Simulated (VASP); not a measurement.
# CuW (Pm-3m) in VASP: further runs, part 2 of 3

VASP 6.6.1.

## (4) Single point, PBE

Contents of INCAR:

```
  PREC = Accurate
  ENCUT = 520
  EDIFF = 1E-6
  ISMEAR = -1
  SIGMA = 0.1
  LREAL = False
  LASPH = True
  NELM = 60
  ALGO = Normal
  ISIF = 2
  LWAVE = False
  LCHARG = False
  GGA = PE
  NBANDS = 20
```

Contents of KPOINTS:

```
regular mesh
0
Gamma
  6 6 6
```

Contents of POSCAR:

```
CuW
1.0
    3.0374233486      0.0000000000      0.0000000000
    0.0000000000      3.0374233486      0.0000000000
    0.0000000000      0.0000000000      3.0374233486
W Cu
1 1
Direct
    0.0000000000      0.0000000000      0.0000000000
    0.5000000000      0.5000000000      0.5000000000
```

Started as:

```
$ cat potpaw_PBE.64/W_sv/POTCAR potpaw_PBE.64/Cu/POTCAR > POTCAR
$ mpirun -np 1 vasp_std > vasp.out
```

It used 6.3 s of CPU time on 1 thread of Intel(R) Xeon(R) Platinum 8488C (Sapphire Rapids) (shared host), which was overloaded at the time.

The run converged. Its results:

```
Free energy            : -15.4432 eV
Pressure               : 0.6 GPa
Band gap on the k mesh : none (metal or under the smearing width)
```

Levels at points of the mesh, in eV from the Fermi level:
```
           k point  band 10  band 11  band 12  band 13  band 14  band 15
(0.00, 0.00, 0.00)    -3.50    -1.05    -1.05     2.74     2.74     2.74
(0.50, 0.00, 0.00)    -3.22    -2.38    -2.10    -0.38    -0.38     2.41
(0.50, 0.50, 0.00)    -2.38    -0.54    -0.06    -0.06     1.76     1.76
(0.50, 0.50, 0.50)    -3.88    -2.80    -2.80     4.03     4.18     4.18
```

Spin-orbit coupling is left out, which matters for the levels of W.

## (5) Relaxation of cell and atoms, PBE

This run uses another cell than the first one, of 13.06 Å³/atom, 0.932 times its volume.

Contents of INCAR:

```
SYSTEM = CuW
  PREC = Accurate
  ENCUT = 600
  EDIFF = 1E-7
  ISMEAR = -1
  SIGMA = 0.1
  LREAL = .False.
  LASPH = .True.
  NELM = 60
  ALGO = Fast
  ISIF = 3
  LWAVE = .False.
  LCHARG = .False.
  GGA = PE
  IBRION = 2
  NSW = 60
  EDIFFG = -0.01
```

Contents of KPOINTS:

```
Automatic mesh
0
Gamma
  6 6 6
  0 0 0
```

Contents of POSCAR:

```
CuW
1.0
    2.9671120000      0.0000000000      0.0000000000
    0.0000000000      2.9671120000      0.0000000000
    0.0000000000      0.0000000000      2.9671120000
W Cu
1 1
Direct
    0.0000000000      0.0000000000      0.0000000000
    0.5000000000      0.5000000000      0.5000000000
```

Potentials or basis: VASP PAW PBE potentials, release 64 (W_sv, Cu).

Started as:

```
$ cat potpaw_PBE.64/W_sv/POTCAR potpaw_PBE.64/Cu/POTCAR > POTCAR
$ mpirun -np 1 vasp_std > vasp.out
```

OUTCAR:

```text
SYSTEM = CuW
   PREC = Accurate
   ENCUT = 600
   EDIFF = 1E-7
   ISMEAR = -1
   LREAL = .False.
   LASPH = .True.
   NELM = 60
   ISIF = 3
   GGA = PE
   IBRION = 2
   NSW = 60
   EDIFFG = -0.01

 ion  position               nearest neighbor table
   1  0.000  0.000  0.000-   2 2.57   2 2.57   2 2.57   2 2.57   2 2.57   2 2.57   2 2.57   2 2.57

   2  0.500  0.500  0.500-   1 2.57   1 2.57   1 2.57   1 2.57   1 2.57   1 2.57   1 2.57   1 2.57

  LATTYP: Found a simple cubic cell.
 ALAT       =     2.9671120000

  Lattice vectors:

 A1 = (   2.9671120000,   0.0000000000,   0.0000000000)
 A2 = (   0.0000000000,   2.9671120000,   0.0000000000)
 A3 = (   0.0000000000,   0.0000000000,   2.9671120000)

Analysis of symmetry for initial positions (statically):
=====================================================================
 Subroutine PRICEL returns:
 Original cell was already a primitive cell.

 Routine SETGRP: Setting up the symmetry group for a
 simple cubic supercell.

 Subroutine GETGRP returns: Found 48 space group operations
 (whereof 48 operations were pure point group operations)
 out of a pool of 48 trial point group operations.

The static configuration has the point symmetry O_h .

Analysis of symmetry for dynamics (positions and initial velocities):
=====================================================================
 Subroutine PRICEL returns:
 Original cell was already a primitive cell.

 Routine SETGRP: Setting up the symmetry group for a
 simple cubic supercell.

 Subroutine GETGRP returns: Found 48 space group operations
 (whereof 48 operations were pure point group operations)
 out of a pool of 48 trial point group operations.

The dynamic configuration has the point symmetry O_h .

 Subroutine INISYM returns: Found 48 space group operations
 (whereof 48 operations are pure point group operations),
 and found     1 'primitive' translations

----------------------------------------------------------------------------------------

                                     Primitive cell

  volume of cell :      26.1217

  direct lattice vectors                    reciprocal lattice vectors
     2.967112000  0.000000000  0.000000000     0.337028060  0.000000000  0.000000000
     0.000000000  2.967112000  0.000000000     0.000000000  0.337028060  0.000000000
     0.000000000  0.000000000  2.967112000     0.000000000  0.000000000  0.337028060

  length of vectors
     2.967112000  2.967112000  2.967112000     0.337028060  0.337028060  0.337028060

  position of ions in fractional coordinates (direct lattice)
     0.000000000  0.000000000  0.000000000
     0.500000000  0.500000000  0.500000000

  ion indices of the primitive-cell ions
   primitive index   ion index
                 1           1
                 2           2

----------------------------------------------------------------------------------------

 KPOINTS: Automatic mesh

Automatic generation of k-mesh.
 Grid dimensions read from file:
 generate k-points for:    6    6    6

 Generating k-lattice:

  Cartesian coordinates                     Fractional coordinates (reciprocal lattice)
     0.056171343  0.000000000  0.000000000     0.166666667  0.000000000  0.000000000
     0.000000000  0.056171343  0.000000000     0.000000000  0.166666667  0.000000000
     0.000000000  0.000000000  0.056171343     0.000000000  0.000000000  0.166666667

  Length of vectors
     0.056171343  0.056171343  0.056171343

  Shift w.r.t. Gamma in fractional coordinates (k-lattice)
     0.000000000  0.000000000  0.000000000

 Subroutine IBZKPT returns following result:
 ===========================================

 Found     20 irreducible k-points:

 Following reciprocal coordinates:
            Coordinates               Weight
  0.000000  0.000000  0.000000      1.000000
  0.166667  0.000000  0.000000      6.000000
  0.333333  0.000000  0.000000      6.000000
  0.500000  0.000000  0.000000      3.000000
  0.166667  0.166667  0.000000     12.000000
  0.333333  0.166667  0.000000     24.000000
[... 12 lines left out ...]
  0.500000  0.500000  0.333333      6.000000
  0.500000  0.500000  0.500000      1.000000
   k-points           NKPTS =     20   k-points in BZ     NKDIM =     20   number of bands    NBANDS=     16
   number of dos      NEDOS =    301   number of ions     NIONS =      2
   total plane-waves  NPLWV =  13824
   dimension x,y,z NGX =    24 NGY =   24 NGZ =   24
   dimension x,y,z NGXF=    48 NGYF=   48 NGZF=   48
   ions per type =               1   1
   NGX,Y,Z   is equivalent  to a cutoff of  13.45, 13.45, 13.45 a.u.
   NGXF,Y,Z  is equivalent  to a cutoff of  26.89, 26.89, 26.89 a.u.
 SYSTEM =  CuW
   PREC   = accura    normal or accurate (medium, high low for compatibility)
   ISTART =      0    job   : 0-new  1-cont  2-samecut
   ICHARG =      2    charge: 1-file 2-atom 10-const
   ISPIN  =      1    spin polarized calculation?
   LNONCOLLINEAR =      F non collinear calculations
   LSORBIT =      F    spin-orbit coupling
   LASPH  =      T    aspherical Exc in radial PAW
   ENCUT  =  600.0 eV  44.10 Ry    6.64 a.u.   5.93  5.93  5.93*2*pi/ulx,y,z
   NELM   =     60;   NELMIN=  2; NELMDL= -5     # of ELM steps
   EDIFF  = 0.1E-06   stopping-criterion for ELM
   LREAL  =      F    real-space projection
   EDIFFG = -.1E-01   stopping-criterion for IOM
   NSW    =     60    number of steps for IOM
   IBRION =      2    ionic relax: 0-MD 1-quasi-New 2-CG
   NFREE  =      1    steps in history (QN), initial steepest desc. (CG)
   ISIF   =      3    stress and relaxation
   ISYM   =      2    0-nonsym 1-usesym 2-fastsym
   POTIM  = 0.5000    time-step for ionic-motion
   TEBEG  =    0.0;   TEEND  =   0.0 temperature during run
   PSTRESS=    0.0 pullay stress
   NELECT =      25.0000    total number of electrons
   NUPDOWN=      -1.0000    fix difference up-down
   EMIN   =  10.00;   EMAX   =-10.00  energy-range for DOS
   EFERMI =   0.00;   METHOD = LEGACY
   ISMEAR =    -1;   SIGMA  =   0.10  broadening in eV -4-tet -1-fermi 0-gaus
   EFERMI_NEDOS =   21; number of points for ismear=-14 and -15
   IALGO  =     68    algorithm
   IMIX   =      4    mixing-type and parameters
     AMIX     =   0.40;   BMIX     =  1.00
     AMIX_MAG =   1.60;   BMIX_MAG =  1.00
  volume/ion in A,a.u.               =      13.06        88.14
  Fermi-wavevector in a.u.,A,eV,Ry     =   1.613321  3.048735 35.413325  2.602806
  Thomas-Fermi vector in A             =   2.708410
   LORBIT       =      0    0 simple, 1 ext, 2 COOP (PROOUT), +10 PAW based schemes
   GGA     = PE    functional components
   LHFCALC =     F    Hartree Fock is set to
   AEXX    =    0.0000 exact exchange contribution
   IVDW    =     0    specifies the selected vdW correction
   LEPSILON=     F    determine dielectric tensor
   LRPA    =     F    only Hartree local field effects (RPA)
 conjugate gradient relaxation of ions
 non-spin polarized calculation
 RMM-DIIS sequential band-by-band and
  energy-cutoff  :      600.00
  volume of cell :       26.12
 maximum number of plane-waves:       912
 NGX is ok and might be reduce to    24
   NGX = 11   NGY = 11   NGZ = 11

--------------------------------------- Ionic step        1  -------------------------------------------

 number of electron      25.0000025 magnetization

 Free energy of the ion-electron system (eV)
  ---------------------------------------------------
  ext. energy  EPLUGINS =         0.00000000
  ---------------------------------------------------
  free energy    TOTEN  =       -15.33092511 eV

  energy without entropy =      -15.24817555  energy(sigma->0) =      -15.28955033

 E-fermi :  10.6543     XC(G=0): -13.6220

 val. band max:       10.6373971359   @ k =   0.5000   0.3333   0.1667
 cond. band min:      10.6707865384   @ k =   0.5000   0.1667   0.0000
 fundamental gap:      0.0333894025
 Fermi energy:        10.6543094474

 k-point     1 :       0.0000    0.0000    0.0000
  band No.  band energies     occupation
      1     -63.3220      2.00000
      2     -27.3518      2.00000
      3     -27.3518      2.00000
      4     -27.3518      2.00000
      5       0.6541      2.00000
      6       4.8574      2.00000
[... 8 lines left out ...]
     15      13.6956      0.00000
     16      18.5707      0.00000
[... 464 lines left out ...]
  energy  without entropy=      -15.3554207234  energy(sigma->0) =      -15.39908777

--------------------------------------- Ionic step        4  -------------------------------------------

 number of electron      24.9999983 magnetization

 Free energy of the ion-electron system (eV)
  ---------------------------------------------------
  ext. energy  EPLUGINS =         0.00000000
  ---------------------------------------------------
  free energy    TOTEN  =       -15.44302707 eV

  energy without entropy =      -15.35590168  energy(sigma->0) =      -15.39946438

 E-fermi :   9.6278     XC(G=0): -13.2036

 val. band max:        9.6150680718   @ k =   0.3333   0.3333   0.1667
 cond. band min:       9.6302419367   @ k =   0.5000   0.1667   0.0000
 fundamental gap:      0.0151738649
 Fermi energy:         9.6277899955

 k-point     1 :       0.0000    0.0000    0.0000
  band No.  band energies     occupation
      1     -64.4811      2.00000
      2     -28.5057      2.00000
      3     -28.5057      2.00000
      4     -28.5057      2.00000
      5       0.1292      2.00000
      6       4.3522      2.00000
[... 8 lines left out ...]
     15      12.3610      0.00000
     16      17.1757      0.00000
[... 388 lines left out ...]
  FREE ENERGIE OF THE ION-ELECTRON SYSTEM (eV)
  ---------------------------------------------------
  free  energy   TOTEN  =       -15.4430270728 eV

  energy  without entropy=      -15.3559016830  energy(sigma->0) =      -15.39946438

 reached required accuracy - stopping structural energy minimisation
```

OSZICAR:

```text
N       E                     dE             d eps       ncg     rms          rms(c)
DAV:   1     0.165965024153E+03    0.16597E+03   -0.13766E+04   640   0.247E+03
DAV:   2    -0.129085105215E+02   -0.17887E+03   -0.17649E+03   752   0.444E+02
DAV:   3    -0.176404366920E+02   -0.47319E+01   -0.46723E+01   880   0.799E+01
[... 68 lines left out ...]
RMM:   8    -0.154430268129E+02    0.93595E-06   -0.43906E-05   712   0.943E-02    0.257E-02
RMM:   9    -0.154430267948E+02    0.18110E-07   -0.28989E-05   741   0.452E-02    0.291E-03
RMM:  10    -0.154430269923E+02   -0.19758E-06   -0.32487E-06   649   0.265E-02    0.203E-03
RMM:  11    -0.154430271387E+02   -0.14630E-06   -0.11858E-06   600   0.116E-02    0.449E-03
RMM:  12    -0.154430270728E+02    0.65802E-07   -0.24740E-07   416   0.662E-03
   4 F= -.15443027E+02 E0= -.15399464E+02  d E =-.112102E+00
```

CONTCAR:

```text
CuW
   1.00000000000000
     3.0397106573537878   -0.0000000000000000   -0.0000000000000000
    -0.0000000000000000    3.0397106573537882   -0.0000000000000000
     0.0000000000000000   -0.0000000000000000    3.0397106573537882
  W               Cu
     1     1
Direct
     0.0000000000000000    0.0000000000000000    0.0000000000000000
     0.5000000000000000    0.5000000000000000    0.5000000000000000

  0.00000000E+00  0.00000000E+00  0.00000000E+00
  0.00000000E+00  0.00000000E+00  0.00000000E+00
```

Wall time 42 s (1 thread of Intel Xeon Platinum 8488C (Sapphire Rapids), shared host); peak memory 0.14 GiB.

Results:

| Item | Value |
| --- | --- |
| Free energy | -15.4430 eV |
| Relaxed volume | 14.04 Å³/atom |
| Relaxed cell | a = 3.040 Å, b = 3.040 Å, c = 3.040 Å, α = 90.00°, β = 90.00°, γ = 90.00° |
| Space group after relaxing (to 0.05 Å) | Pm-3m (No. 221) |
| Energy gained by relaxing | 56.1 meV/atom |
| Ionic steps | 4 |
| Pressure after relaxing | 0.0 GPa |
| Band gap on the k mesh | none (metal or under the smearing width) |

Step by step:
```tsv
step	energy change (eV)	largest force (eV/Å)	pressure (GPa)	volume (Å³)
1	0.0000	0.0000	19.64	26.12
2	0.2922	0.0000	-24.51	32.66
3	-0.1118	0.0000	-0.85	28.18
4	-0.1121	0.0000	0.02	28.09
```

Final structure:
```cif
data_structure
_symmetry_space_group_name_H-M 'P 1'
_symmetry_Int_Tables_number 1
_cell_length_a 3.0397
_cell_length_b 3.0397
_cell_length_c 3.0397
_cell_angle_alpha 90.000
_cell_angle_beta 90.000
_cell_angle_gamma 90.000
_cell_volume 28.09
loop_
_atom_site_label
_atom_site_type_symbol
_atom_site_fract_x
_atom_site_fract_y
_atom_site_fract_z
_atom_site_occupancy
W1 W 0.00000 0.00000 0.00000 1
Cu1 Cu 0.50000 0.50000 0.50000 1
```

Spin-orbit coupling is left out, which matters for the levels of W.

[end of part 2 of 3]
